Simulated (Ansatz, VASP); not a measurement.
# CsIn: VASP beside Ansatz

Wanted: the spread between two codes on one cell, functional and k mesh. The cell is generated by rule, not measured, and may not be a known phase. The cell is taken from a series of runs on this material, whose earlier steps may have relaxed, scaled, displaced or heated it; both programs get it as it stands.

Program: Ansatz 0.2.0. Level of theory: plane waves, with VASP 6.6.1 beside it; zone-centre phonons at PBEsol. Results are calculated unless marked as measured.

The structure was built from a prototype and need not be the compound's stable phase.

## (1) The starting structure

It takes space group Cmcm (No. 63, orthorhombic). Conventional cell: a = 7.185 Å, b = 11.270 Å, c = 5.113 Å, α = 90.00°, β = 90.00°, γ = 90.00°. Cs has 5 In at 3.89 to 4.15 Å nearest. Nearest to In lie 2 In at 2.75 Å and 5 Cs at 3.89 to 4.15 Å. Farther neighbours are not listed.

As a file:

```xyz
4
Lattice="3.5926 -5.6349 0.0000 3.5926 5.6349 0.0000 0.0000 0.0000 5.1126" Properties=species:S:1:pos:R:3 pbc="T T T"
Cs    3.5926    3.6355    1.2782
Cs    3.5926   -3.6355    3.8345
In    3.5926    0.5116    3.8345
In    3.5926   -0.5116    1.2782
```

## (2) VASP: zone-centre phonons, PBEsol

Second derivatives magnify differences that forces hide, and they need a tight electronic threshold.

Lines of VASP's logs that name or quote its potential files are left out, and so is its time.

Input file INCAR:

```
SYSTEM = CsIn
PREC = Accurate
ENCUT = 500
EDIFF = 1E-08
NELM = 120
ISMEAR = 1
SIGMA = 0.15
LREAL = .FALSE.
ALGO = Normal
GGA = PS
NBANDS = 28
LORBIT = 11
LWAVE = .FALSE.
LCHARG = .FALSE.
ISIF = 2
IBRION = 8
LASPH = .TRUE.
GGA_COMPAT = .FALSE.
EFERMI = MIDGAP
KPAR = 2
```

Input file POSCAR:

```
CsIn
1.0
    3.5926160387     -5.6348583469      0.0000000000
    3.5926160387      5.6348583469      0.0000000000
    0.0000000000      0.0000000000      5.1126392777
Cs In
2 2
Direct
    0.1774084029      0.8225915971      0.2500000000
    0.8225915971      0.1774084029      0.7500000000
    0.4546008940      0.5453991060      0.7500000000
    0.5453991060      0.4546008940      0.2500000000
```

Input file KPOINTS:

```
Automatic mesh
0
Gamma
6 6 6
0 0 0
```

The projector-augmented-wave data sets are Cs_sv and In_d (PBE family, release 64).

The run is started by

```sh
mpirun -np 2 vasp_std
```

Numbers of over 12 decimals in the logs are rounded to 6 here.

Log:

```text
[banner, memory and clock lines left out]
running    2 mpi-ranks, on    1 nodes
 distrk:  each k-point on    1 cores,    2 groups
 distr:  one band on    1 cores,    1 groups

 POSCAR found type information on POSCAR CsIn
 POSCAR found :  2 types and       4 ions
|                                                                             |
|               ----> ADVICE to this user running VASP <----                  |
|                                                                             |
|     You enforced a specific xc type in the INCAR file but a different       |
|     [... a line on the potential file left out ...]
|     I HOPE YOU KNOW WHAT YOU ARE DOING!                                     |
|                                                                             |

 LDA part: xc-table for (Slater+PW92), standard interpolation
 POSCAR, INCAR and KPOINTS ok, starting setup
 FFT: planning ... GRIDC
 FFT: planning ... GRID_SOFT
 FFT: planning ... GRID
 WAVECAR not read
 entering main loop
       N       E                     dE             d eps       ncg     rms          rms(c)
DAV:   1     0.401386801877E+03    0.40139E+03   -0.18599E+04  2912   0.144E+03
DAV:   2     0.452674197032E+02   -0.35612E+03   -0.34575E+03  3116   0.356E+02
DAV:   3    -0.633010788107E+01   -0.51598E+02   -0.50875E+02  3708   0.148E+02
DAV:   4    -0.850830993569E+01   -0.21782E+01   -0.21731E+01  3408   0.352E+01
DAV:   5    -0.858620967652E+01   -0.77900E-01   -0.77883E-01  3704   0.643E+00    0.406E+00
DAV:   6    -0.821407406993E+01    0.37214E+00   -0.37579E-01  3348   0.375E+00    0.203E+00
DAV:   7    -0.805661293639E+01    0.15746E+00   -0.70818E-01  3460   0.441E+00    0.606E-01
DAV:   8    -0.806635930841E+01   -0.97464E-02   -0.66282E-02  3340   0.146E+00    0.278E-01
DAV:   9    -0.806690317985E+01   -0.54387E-03   -0.86121E-03  3704   0.515E-01    0.111E-01
DAV:  10    -0.806700965337E+01   -0.10647E-03   -0.75267E-04  4204   0.145E-01    0.718E-02
DAV:  11    -0.806708146953E+01   -0.71816E-04   -0.21900E-04  3632   0.777E-02    0.167E-02
DAV:  12    -0.806707792858E+01    0.35409E-05   -0.34307E-05  4356   0.321E-02    0.174E-02
DAV:  13    -0.806708183841E+01   -0.39098E-05   -0.68515E-06  3280   0.157E-02    0.335E-03
DAV:  14    -0.806708194199E+01   -0.10358E-06   -0.83973E-07  3624   0.697E-03    0.194E-03
DAV:  15    -0.806708209539E+01   -0.15340E-06   -0.21406E-07  3212   0.222E-03    0.528E-04
DAV:  16    -0.806708210950E+01   -0.14112E-07   -0.35458E-08  2976   0.122E-03    0.391E-04
DAV:  17    -0.806708209494E+01    0.14561E-07   -0.43207E-09  1936   0.640E-04    0.190E-04
DAV:  18    -0.806708209550E+01   -0.56207E-09   -0.14058E-09  1852   0.387E-04
   1 F= -.80670821E+01 E0= -.80683706E+01  d E =0.386545E-02
 Linear response reoptimize wavefunctions to high precision
DAV:   1    -0.806708209150E+01    0.40000E-08   -0.57822E-10  1832   0.265E-04
DAV:   2    -0.806708209144E+01    0.60936E-10   -0.21909E-10  1816   0.139E-04
 Linear response DOF=           6
 Linear response progress:
  Degree of freedom:   1/  6
       N       E                     dE             d eps       ncg     rms          rms(c)
RMM:   1    -0.196384624133E+00   -0.19638E+00    0.12467E-01  9108   0.128E+00
RMM:   2    -0.197575760611E+00   -0.11911E-02   -0.46605E-03  6659   0.385E-01    0.265E-02
RMM:   3    -0.197722092898E+00   -0.14633E-03   -0.12376E-03  8067   0.153E-01    0.101E-02
RMM:   4    -0.197774789311E+00   -0.52696E-04   -0.81798E-05  7903   0.507E-02    0.729E-03
RMM:   5    -0.197813294738E+00   -0.38505E-04   -0.19851E-05  7808   0.225E-02    0.248E-03
RMM:   6    -0.197804634219E+00    0.86605E-05   -0.47500E-06  8378   0.948E-03    0.132E-03
RMM:   7    -0.197793536718E+00    0.11098E-04   -0.59607E-07  7645   0.359E-03    0.432E-04
RMM:   8    -0.197791790946E+00    0.17458E-05   -0.11407E-07  8253   0.149E-03    0.213E-04
RMM:   9    -0.197793442553E+00   -0.16516E-05   -0.34281E-08  7957   0.657E-04    0.828E-05
RMM:  10    -0.197793343124E+00    0.99429E-07   -0.16016E-08  8391   0.294E-04    0.231E-05
RMM:  11    -0.197793067993E+00    0.27513E-06   -0.14829E-08  9041   0.148E-04    0.126E-05
RMM:  12    -0.197793129678E+00   -0.61685E-07   -0.13126E-08  8713   0.848E-05    0.557E-06
RMM:  13    -0.197793171128E+00   -0.41450E-07   -0.14331E-08  8463   0.641E-05    0.300E-06
RMM:  14    -0.197793163314E+00    0.78144E-08   -0.11188E-08  7562   0.552E-05    0.112E-06
 first order change of Fermi-energy   0.41868E-04
 force on displaced ion       1 direction 1 :  -1.107   0.001   0.000
 Linear response progress:
  Degree of freedom:   2/  6
       N       E                     dE             d eps       ncg     rms          rms(c)
RMM:   1    -0.196425742883E+00   -0.19643E+00    0.11423E-01  4708   0.136E+00
RMM:   2    -0.196693449177E+00   -0.26771E-03   -0.59441E-03  4321   0.477E-01    0.329E-02
RMM:   3    -0.196899641653E+00   -0.20619E-03   -0.20921E-03  4760   0.208E-01    0.139E-02
RMM:   4    -0.196997184902E+00   -0.97543E-04   -0.11602E-04  5104   0.683E-02    0.982E-03
RMM:   5    -0.197069660698E+00   -0.72476E-04   -0.34398E-05  4919   0.292E-02    0.355E-03
RMM:   6    -0.197074878578E+00   -0.52179E-05   -0.81933E-06  5251   0.127E-02    0.165E-03
RMM:   7    -0.197059352681E+00    0.15526E-04   -0.92458E-07  4897   0.438E-03    0.857E-04
[...]
RMM:   7    -0.191108402829E+00    0.14598E-04   -0.58093E-07  6505   0.362E-03    0.479E-04
RMM:   8    -0.191113509625E+00   -0.51068E-05   -0.10965E-07  6756   0.158E-03    0.130E-04
RMM:   9    -0.191115355228E+00   -0.18456E-05   -0.27662E-08  7103   0.686E-04    0.117E-04
RMM:  10    -0.191114129783E+00    0.12254E-05   -0.40550E-09  7085   0.307E-04    0.604E-05
RMM:  11    -0.191113551452E+00    0.57833E-06   -0.29336E-09  7401   0.148E-04    0.406E-05
RMM:  12    -0.191113449591E+00    0.10186E-06   -0.29918E-09  7004   0.793E-05    0.248E-05
RMM:  13    -0.191113675693E+00   -0.22610E-06   -0.33720E-09  6588   0.541E-05    0.154E-05
RMM:  14    -0.191113690242E+00   -0.14549E-07   -0.29774E-09  6106   0.420E-05    0.129E-05
RMM:  15    -0.191113669767E+00    0.20474E-07   -0.33924E-09  5842   0.387E-05    0.676E-06
RMM:  16    -0.191113682600E+00   -0.12833E-07   -0.33621E-09  6088   0.375E-05    0.280E-06
RMM:  17    -0.191113685630E+00   -0.30297E-08   -0.29088E-09  4779   0.368E-05    0.175E-06
 first order change of Fermi-energy   0.10425E-03
 force on displaced ion       1 direction 3 :   0.000  -0.000  -0.308
 Linear response progress:
  Degree of freedom:   4/  6
       N       E                     dE             d eps       ncg     rms          rms(c)
RMM:   1    -0.238043681751E+00   -0.23804E+00   -0.12389E-01  6844   0.332E+00
RMM:   2    -0.241423761858E+00   -0.33801E-02   -0.17244E-02  7095   0.697E-01    0.593E-02
RMM:   3    -0.241646778334E+00   -0.22302E-03   -0.20787E-03  8012   0.226E-01    0.219E-02
RMM:   4    -0.241662774085E+00   -0.15996E-04   -0.16888E-04  8100   0.735E-02    0.212E-02
RMM:   5    -0.241744036100E+00   -0.81262E-04   -0.35389E-05  8040   0.306E-02    0.294E-03
RMM:   6    -0.241739375686E+00    0.46604E-05   -0.36469E-06  8198   0.102E-02    0.276E-03
RMM:   7    -0.241709517417E+00    0.29858E-04   -0.64793E-07  8021   0.378E-03    0.532E-04
RMM:   8    -0.241703615031E+00    0.59024E-05   -0.16715E-07  8294   0.158E-03    0.339E-04
RMM:   9    -0.241702587199E+00    0.10278E-05   -0.15750E-08  7997   0.598E-04    0.256E-04
RMM:  10    -0.241702583283E+00    0.39158E-08    0.23124E-07  8377   0.328E-04    0.711E-05
RMM:  11    -0.241702435951E+00    0.14733E-06    0.30093E-07  8378   0.167E-04    0.226E-05
RMM:  12    -0.241702685745E+00   -0.24979E-06    0.20444E-07  8385   0.922E-05    0.162E-05
RMM:  13    -0.241702619305E+00    0.66440E-07    0.12136E-07  8381   0.645E-05    0.117E-05
RMM:  14    -0.241702590958E+00    0.28348E-07    0.62957E-08  8506   0.494E-05    0.941E-06
RMM:  15    -0.241702505936E+00    0.85021E-07    0.27662E-08  8179   0.426E-05    0.327E-06
RMM:  16    -0.241702519016E+00   -0.13080E-07    0.18536E-08  6996   0.379E-05    0.242E-06
RMM:  17    -0.241702515228E+00    0.37882E-08    0.54763E-09  6502   0.360E-05    0.142E-06
 first order change of Fermi-energy  -0.31514E-04
 force on displaced ion       3 direction 1 :  -0.688  -0.001   0.000
 Linear response progress:
  Degree of freedom:   5/  6
       N       E                     dE             d eps       ncg     rms          rms(c)
RMM:   1    -0.237998775512E+00   -0.23800E+00   -0.13953E-01  4445   0.332E+00
RMM:   2    -0.241283282111E+00   -0.32845E-02   -0.16874E-02  4715   0.683E-01    0.658E-02
RMM:   3    -0.241394676926E+00   -0.11139E-03   -0.18038E-03  5170   0.220E-01    0.288E-02
RMM:   4    -0.241351420302E+00    0.43257E-04   -0.16417E-04  5369   0.712E-02    0.221E-02
RMM:   5    -0.241366977526E+00   -0.15557E-04   -0.27259E-05  5211   0.300E-02    0.493E-03
RMM:   6    -0.241358830110E+00    0.81474E-05   -0.45978E-06  5444   0.119E-02    0.381E-03
RMM:   7    -0.241342376953E+00    0.16453E-04   -0.28298E-07  4726   0.423E-03    0.174E-03
RMM:   8    -0.241335072779E+00    0.73042E-05   -0.68384E-08  5215   0.231E-03    0.556E-04
RMM:   9    -0.241334045121E+00    0.10277E-05    0.11455E-07  5417   0.780E-04    0.414E-04
RMM:  10    -0.241332950222E+00    0.10949E-05   -0.31736E-08  5270   0.387E-04    0.144E-04
RMM:  11    -0.241333630302E+00   -0.68008E-06    0.57740E-08  5370   0.188E-04    0.155E-04
RMM:  12    -0.241333553688E+00    0.76614E-07    0.73887E-08  5478   0.996E-05    0.952E-05
RMM:  13    -0.241333510382E+00    0.43306E-07    0.38121E-08  5381   0.685E-05    0.273E-05
RMM:  14    -0.241333500902E+00    0.94797E-08    0.18656E-09  5491   0.470E-05    0.417E-05
 first order change of Fermi-energy   0.10467E+00
 force on displaced ion       3 direction 2 :   0.000  -2.641   0.000
 Linear response progress:
  Degree of freedom:   6/  6
       N       E                     dE             d eps       ncg     rms          rms(c)
RMM:   1    -0.238456512556E+00   -0.23846E+00   -0.16976E-01  5861   0.306E+00
RMM:   2    -0.240627956531E+00   -0.21714E-02   -0.21496E-02  6222   0.764E-01    0.104E-01
RMM:   3    -0.240584505256E+00    0.43451E-04   -0.26618E-03  6588   0.247E-01    0.547E-02
RMM:   4    -0.240517216396E+00    0.67289E-04   -0.13219E-04  6935   0.798E-02    0.309E-02
RMM:   5    -0.240594612431E+00   -0.77396E-04   -0.15508E-04  6802   0.343E-02    0.610E-03
RMM:   6    -0.240589239561E+00    0.53729E-05    0.14105E-05  7017   0.112E-02    0.412E-03
RMM:   7    -0.240599961381E+00   -0.10722E-04   -0.45636E-05  6816   0.413E-03    0.116E-03
RMM:   8    -0.240594991714E+00    0.49697E-05    0.13873E-05  7182   0.183E-03    0.896E-04
RMM:   9    -0.240593162606E+00    0.18291E-05   -0.98681E-06  6723   0.849E-04    0.507E-04
RMM:  10    -0.240593444576E+00   -0.28197E-06    0.23745E-06  7045   0.394E-04    0.175E-04
RMM:  11    -0.240593738801E+00   -0.29422E-06   -0.11315E-06  7123   0.182E-04    0.149E-04
RMM:  12    -0.240593280012E+00    0.45879E-06    0.10826E-06  7233   0.104E-04    0.574E-05
RMM:  13    -0.240593436937E+00   -0.15692E-06    0.72261E-07  7373   0.636E-05    0.237E-05
RMM:  14    -0.240593431714E+00    0.52229E-08    0.24137E-07  7356   0.463E-05    0.965E-06
RMM:  15    -0.240593496145E+00   -0.64431E-07   -0.10999E-07  7036   0.396E-05    0.546E-06
RMM:  16    -0.240593479218E+00    0.16927E-07    0.10147E-07  6595   0.355E-05    0.193E-06
RMM:  17    -0.240593508247E+00   -0.29029E-07    0.13227E-08  5540   0.338E-05    0.149E-06
RMM:  18    -0.240593492882E+00    0.15364E-07    0.28169E-08  5172   0.328E-05    0.153E-06
RMM:  19    -0.240593498046E+00   -0.51637E-08   -0.11388E-08  4969   0.325E-05    0.133E-06
 first order change of Fermi-energy   0.15555E-04
 force on displaced ion       3 direction 3 :   0.000  -0.000  -7.414
 Linear response finished
```

(Continued in part 2 of 2.)

[Lines on the potential files, build, host, timing and source positions are cut from VASP's logs without a mark.]

[Logs are printed without paths, hosts, clocks, repeated set-up lines and the standing remarks that a program may print on its own settings, such as how far it seeks lower states.]

[Hosts, paths, dates, database ids (printed as entryN), source tags and the programs' standing remarks are cut or masked in the printed files.]
